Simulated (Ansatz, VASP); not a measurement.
## Cross-check of BaH2 between VASP and Ansatz

One calculation is typed for both programs; each brings its own data sets. How far apart do they land? The two relaxations start from unlike cells of this crystal (the structure described is Ansatz's start), so only their ends are compared.

Calculated with Ansatz 0.2.0; plane waves, with VASP 6.6.1 beside it; relaxation of cell and atoms at r2SCAN.

## 1. The structure

Symmetry: P6_3/mmc, No. 194, hexagonal system. The conventional cell has a = 4.384 Å, b = 4.384 Å, c = 5.792 Å, α = 90.00°, β = 90.00°, γ = 120.00°. Nearest to Ba lie 11 H at 2.53 to 2.92 Å. Nearest to H lie 5 Ba at 2.53 to 2.90 Å and 6 H at 2.92 Å. Nearest to H lie 8 H at 2.90 to 2.92 Å and 6 Ba at 2.92 Å. Farther neighbours are not listed.

Structure file:

```cif
data_structure
_symmetry_space_group_name_H-M 'P 1'
_symmetry_Int_Tables_number 1
_cell_length_a 4.3839
_cell_length_b 4.3839
_cell_length_c 5.7922
_cell_angle_alpha 90.000
_cell_angle_beta 90.000
_cell_angle_gamma 120.000
_cell_volume 96.40
loop_
_atom_site_label
_atom_site_type_symbol
_atom_site_fract_x
_atom_site_fract_y
_atom_site_fract_z
_atom_site_occupancy
Ba1 Ba 0.66667 0.33333 0.75000 1
Ba2 Ba 0.33333 0.66667 0.25000 1
H3 H 0.33333 0.66667 0.75000 1
H4 H 0.66667 0.33333 0.25000 1
H5 H 0.00000 0.00000 0.50000 1
H6 H 0.00000 0.00000 0.00000 1
```

## 2. VASP: relaxation of cell and atoms, r2SCAN

The relaxed volume is the usual yardstick between codes: in a stiff, nearly cubic crystal its relative difference is about their pressure difference at one cell divided by the bulk modulus.

Lines of VASP's logs that name or quote its potential files are left out, and so is its time.

The input, INCAR:

```
SYSTEM = BaH2
PREC = Accurate
ENCUT = 550
EDIFF = 1E-07
NELM = 120
ISMEAR = 0
SIGMA = 0.01
LREAL = .FALSE.
ALGO = Normal
METAGGA = R2SCAN
LASPH = .TRUE.
NBANDS = 18
LORBIT = 11
LWAVE = .FALSE.
LCHARG = .FALSE.
ISIF = 3
IBRION = 2
NSW = 80
EDIFFG = -0.005
GGA_COMPAT = .FALSE.
NELMIN = 4
EFERMI = MIDGAP
LMIXTAU = .TRUE.
KPAR = 2
```

The input, POSCAR:

```
BaH2
1.0
    4.4586425986     -0.0000000095      0.0000000000
   -2.2293218161      3.8612984626      0.0000000000
    0.0000000000      0.0000000000      6.0443596227
Ba H
2 4
Direct
    0.6666668187      0.3333333333      0.7499999568
    0.3333334094      0.6666666667      0.2500000432
    0.3333334094      0.6666666667      0.7499999568
    0.6666668187      0.3333333333      0.2500000432
    0.0000000000      0.0000000000      0.5000000863
    0.0000000000      0.0000000000      0.0000000000
```

The input, KPOINTS:

```
Automatic mesh
0
Gamma
9 9 6
0 0 0
```

Potentials, in the order of the species: Ba_sv and H (PBE family, release 64).

Started as:

```
$ mpirun -np 2 vasp_std
```

Numbers of over 12 decimals in the logs are rounded to 6 here.

What it wrote:

```text
[banner, memory and clock lines left out]
running    2 mpi-ranks, on    1 nodes
 distrk:  each k-point on    1 cores,    2 groups
 distr:  one band on    1 cores,    1 groups

 POSCAR found type information on POSCAR BaH
 POSCAR found :  2 types and       6 ions
|                                                                             |
|               ----> ADVICE to this user running VASP <----                  |
|                                                                             |
|     You enforced a specific xc type in the INCAR file but a different       |
|     [... a line on the potential file left out ...]
|     I HOPE YOU KNOW WHAT YOU ARE DOING!                                     |
|                                                                             |

 LDA part: xc-table for (None), standard interpolation
 POSCAR, INCAR and KPOINTS ok, starting setup
 FFT: planning ... GRIDC
 FFT: planning ... GRID_SOFT
 FFT: planning ... GRID
 WAVECAR not read
 entering main loop
       N       E                     dE             d eps       ncg     rms          rms(c)
DAV:   1     0.902171378871E+02    0.90217E+02   -0.10811E+04  1728   0.121E+03
DAV:   2    -0.671849372135E+02   -0.15740E+03   -0.15229E+03  2550   0.222E+02
DAV:   3    -0.766627991623E+02   -0.94779E+01   -0.94519E+01  2280   0.603E+01
DAV:   4    -0.768367690857E+02   -0.17397E+00   -0.17391E+00  2634   0.664E+00
DAV:   5    -0.768379482045E+02   -0.11791E-02   -0.11790E-02  2384   0.475E-01    0.754E+00
DAV:   6    -0.724550527038E+02    0.43829E+01   -0.19816E+00  2274   0.787E+00    0.419E+00
DAV:   7    -0.685772959854E+02    0.38778E+01   -0.26673E+00  1948   0.126E+01    0.926E-01
DAV:   8    -0.700245328230E+02   -0.14472E+01   -0.10564E+00  1924   0.939E+00    0.496E-01
DAV:   9    -0.700863672930E+02   -0.61834E-01   -0.56359E-01  1904   0.581E+00    0.435E-01
DAV:  10    -0.701872415867E+02   -0.10087E+00   -0.96789E-02  1848   0.257E+00    0.199E-01
DAV:  11    -0.702028181296E+02   -0.15577E-01   -0.57712E-02  1894   0.195E+00    0.121E-01
DAV:  12    -0.702297951859E+02   -0.26977E-01   -0.90606E-03  1994   0.109E+00    0.504E-02
DAV:  13    -0.702268438666E+02    0.29513E-02   -0.18090E-03  1936   0.428E-01    0.246E-02
DAV:  14    -0.702307811775E+02   -0.39373E-02   -0.14664E-03  1850   0.456E-01    0.230E-02
DAV:  15    -0.702306965757E+02    0.84602E-04   -0.21943E-04  2104   0.158E-01    0.168E-02
DAV:  16    -0.702307054080E+02   -0.88323E-05   -0.53045E-06  2640   0.151E-02    0.163E-02
DAV:  17    -0.702305412625E+02    0.16415E-03   -0.24505E-05  1836   0.613E-02    0.201E-02
DAV:  18    -0.702307985586E+02   -0.25730E-03   -0.17842E-04  1792   0.142E-01    0.141E-02
DAV:  19    -0.702307989903E+02   -0.43176E-06   -0.13814E-05  2240   0.291E-02    0.222E-02
DAV:  20    -0.702307988377E+02    0.15264E-06   -0.95546E-07  2216   0.916E-03    0.222E-02
DAV:  21    -0.702307986528E+02    0.18489E-06   -0.95696E-07  2218   0.676E-03    0.166E-02
DAV:  22    -0.702307986977E+02   -0.44871E-07   -0.53342E-07  1610   0.543E-03
   1 F= -.70230799E+02 E0= -.70230799E+02  d E =-.702308E+02
 curvature:   0.00 expect dE= 0.000E+00 dE for cont linesearch  0.000E+00
 trial: gam= 0.00000 g(F)=  0.562E-41 g(S)=  0.242E-04 ort = 0.000E+00 (trialstep = 0.100E+01)
 search vector abs. value=  0.242E-04
 bond charge predicted
       N       E                     dE             d eps       ncg     rms          rms(c)
DAV:   1    -0.702308566451E+02   -0.57992E-04   -0.17366E-03  1784   0.286E-01    0.320E-02
DAV:   2    -0.702308287958E+02    0.27849E-04   -0.83994E-05  2028   0.643E-02    0.173E-02
DAV:   3    -0.702308145016E+02    0.14294E-04   -0.55139E-05  1982   0.574E-02    0.325E-03
DAV:   4    -0.702308177008E+02   -0.31992E-05   -0.75454E-06  2118   0.203E-02    0.302E-03
DAV:   5    -0.702308175593E+02    0.14153E-06   -0.16566E-07  1442   0.196E-03    0.296E-03
DAV:   6    -0.702308155803E+02    0.19790E-05   -0.78484E-07  1902   0.534E-03    0.600E-04
DAV:   7    -0.702308153261E+02    0.25420E-06   -0.42947E-07  1600   0.596E-03    0.916E-04
DAV:   8    -0.702308153459E+02   -0.19766E-07   -0.13522E-08   964   0.997E-04
   2 F= -.70230815E+02 E0= -.70230815E+02  d E =-.166482E-04
 trial-energy change:   -0.000017  1 .order   -0.000017   -0.000024   -0.000011
 step:   1.7917(harm=  1.7917)  dis= 0.00000  next Energy=   -70.230820 (dE=-0.217E-04)
 reached required accuracy - stopping structural energy minimisation
```

OUTCAR, selected parts (step 2):

```text
ion  position               nearest neighbor table
   1  0.667  0.333  0.750-   3 2.57   3 2.57   3 2.57   2 3.97   2 3.97   2 3.97   2 3.97   2 3.97
                             2 3.97
   2  0.333  0.667  0.250-   4 2.57   4 2.57   4 2.57   1 3.97   1 3.97   1 3.97   1 3.97   1 3.97
                             1 3.97
   3  0.333  0.667  0.750-   1 2.57   1 2.57   1 2.57
   4  0.667  0.333  0.250-   2 2.57   2 2.57   2 2.57
   5  0.000  0.000  0.500-
   6  0.000  0.000  0.000-

  LATTYP: Found a hexagonal cell.
 ALAT       =     4.4586425986
 C/A-ratio  =     1.3556501758

 Subroutine GETGRP returns: Found 24 space group operations
 (whereof 12 operations were pure point group operations)

The static configuration has the point symmetry D_3d.
 The point group associated with its full space group is D_6h.

 Found     48 irreducible k-points:

   k-points           NKPTS =     48   k-points in BZ     NKDIM =     48   number of bands    NBANDS=     18

   dimension x,y,z NGX =    36 NGY =   36 NGZ =   48
   dimension x,y,z NGXF=    72 NGYF=   72 NGZF=   96

   ENCUT  =  550.0 eV  40.42 Ry    6.36 a.u.   8.53  8.53 11.56*2*pi/ulx,y,z

   NELECT =      24.0000    total number of electrons

 k-points in reciprocal lattice and weights: Automatic mesh
   0.00000000  0.00000000  0.00000000       0.002
   0.11111111  0.00000000  0.00000000       0.012
   0.22222222  0.00000000  0.00000000       0.012
   0.33333333  0.00000000  0.00000000       0.012
   0.44444444  0.00000000  0.00000000       0.012
   0.11111111  0.11111111  0.00000000       0.012
   0.22222222  0.11111111  0.00000000       0.025
   0.33333333  0.11111111  0.00000000       0.025
   0.44444444  0.11111111  0.00000000       0.012
[...]
0.33333333  0.22222222  0.50000000       0.025
   0.33333333  0.33333333  0.50000000       0.004

 average (electrostatic) potential at core
       1 -43.2062       2 -43.2062       3 -35.0762       4 -35.0762       5 -34.6938
       6 -34.6937

 E-fermi :   1.9523

 k-point     1 :       0.0000    0.0000    0.0000
  band No.  band energies     occupation
    ...
      8     -11.3069      2.00000
      9      -3.3679      2.00000
     10      -2.0604      2.00000
     11       0.4015      2.00000
     12       0.8829      2.00000
     13       4.2377      0.00000
     14       4.2377      0.00000
     15       5.2698      0.00000
     16       5.2698      0.00000
     17       5.3143      0.00000
    ...

 k-point     2 :       0.1111    0.0000    0.0000
  band No.  band energies     occupation
    ...
      8     -11.3058      2.00000
      9      -3.1559      2.00000
     10      -1.9450      2.00000
     11       0.2756      2.00000
     12       0.4718      2.00000
     13       4.4449      0.00000
     14       4.8693      0.00000
     15       5.0171      0.00000
     16       5.0182      0.00000
     17       5.0414      0.00000
    ...

 k-point     3 :       0.2222    0.0000    0.0000
  band No.  band energies     occupation
    ...
      8     -11.3070      2.00000
      9      -2.6061      2.00000
     10      -1.6805      2.00000
     11      -0.2201      2.00000
     12      -0.0408      2.00000
     13       4.5742      0.00000
     14       4.7311      0.00000
     15       4.8535      0.00000
     16       5.0530      0.00000
     17       5.9571      0.00000
    ...

  Total        0.0099823      0.0099823      0.0209182     -0.0000000      0.0000000      0.0000000
  in kB        0.1535770      0.1535771      0.3218235     -0.0000000      0.0000000      0.0000000
  external PRESSURE =       0.2096592 kB  Pullay stress =       0.0000000 kB

  energy-cutoff  :      550.00
  volume of cell :      104.14
      direct lattice vectors                 reciprocal lattice vectors
     4.459711731 -0.000000010 -0.000000000     0.224229740  0.129459107  0.000000000
    -2.229856383  3.862224359  0.000000000     0.000000001  0.258918154  0.000000000
     0.000000000  0.000000000  6.046061940    -0.000000000 -0.000000000  0.165396916

 POSITION                                       TOTAL-FORCE (eV/Angst)
 -----------------------------------------------------------------------------------
      2.22986      1.28741      4.53455        -0.000000     -0.000000      0.000000
     -0.00000      2.57482      1.51152         0.000000     -0.000000     -0.000000
     -0.00000      2.57482      4.53455        -0.000000      0.000000     -0.000000
      2.22986      1.28741      1.51152        -0.000000      0.000000     -0.000000
      2.22986      3.86222      3.02303        -0.000000      0.000000     -0.000000
      2.22986      3.86222      0.00000        -0.000000      0.000000     -0.000000
 -----------------------------------------------------------------------------------
    total drift:                               -0.000321      0.000011      0.000038

  FREE ENERGIE OF THE ION-ELECTRON SYSTEM (eV)
  ---------------------------------------------------
  free  energy   TOTEN  =       -70.2308153459 eV

  energy  without entropy=      -70.2308153459  energy(sigma->0) =      -70.23081535

 reached required accuracy - stopping structural energy minimisation

 total charge
# of ion       s       p       d       tot
------------------------------------------
    1        2.019   5.622   0.268   7.909
    2        2.019   5.622   0.268   7.909
    3        0.542   0.002   0.000   0.544
    4        0.542   0.002   0.000   0.544
    5        0.501   0.001   0.000   0.502
    6        0.501   0.001   0.000   0.502
--------------------------------------------------
tot          6.125  11.248   0.536  17.908

[... 3 further parts left out ...]
```

CONTCAR:

```
BaH2
   1.00000000000000
     4.4597117313257453   -0.0000000096476498   -0.0000000000000000
    -2.2298563827126912    3.8622243592786618    0.0000000000000000
     0.0000000000000000    0.0000000000000000    6.0460619398197863
  Ba              H
     2     4
Direct
     0.6666668187000013    0.3333333332999970    0.7499999567999964
     0.3333334093999980    0.6666666667000030    0.2500000432000036
     0.3333334093999980    0.6666666667000030    0.7499999567999964
     0.6666668187000013    0.3333333332999970    0.2500000432000036
     1.0000000000000000    1.0000000000000000    0.5000000862999983
     1.0000000000000000    1.0000000000000000    0.0000000000000000
```

Harder data sets than Ba_sv exist (the GW ones), and pressures, volumes and forces can shift noticeably with them. The run keeps the 24 symmetry operations of its start, so it cannot find a distortion of lower symmetry.

(Continued in part 2 of 2.)

[Lines on the potential files, build, host, timing and source positions are cut from VASP's logs without a mark.]

[Logs are printed without paths, hosts, clocks, repeated set-up lines and the standing remarks that a program may print on its own settings, such as how far it seeks lower states.]

[Hosts, paths, dates, database ids (printed as entryN), source tags and the programs' standing remarks are cut or masked in the printed files.]
